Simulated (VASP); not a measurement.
Energy against volume of CdTe (zinc blende). These are optB86b-vdW, VASP's PBE PAW potentials (set 64) (plane waves; VASP) values and carry that method's errors. Run with 520 eV cut-off, 7×7×7 Γ-centred mesh, Gaussian smearing of 0.050 eV, potentials Cd Te.

| V (Å³/atom) | E (eV/atom) |
|---|---|
| 33.118 | 0.17449 |
| 34.175 | 0.16132 |
| 35.231 | 0.15728 |
| 36.288 | 0.16092 |

### Question
Fit these four points and predict the energy of the run at 37.345 Å³/atom.

### Answer
A cubic in V^(−2/3), the third-order Birch-Murnaghan form, passes through the four points with V0 = 35.23 Å³/atom and B0 = 39 GPa, and gives 0.1710 eV/atom there. The run gave 0.1710 eV/atom, -0.0 meV/atom from the fit; all five points give B0 = 39 GPa.

The compound is CdTe in the zinc blende structure. It was relaxed first.
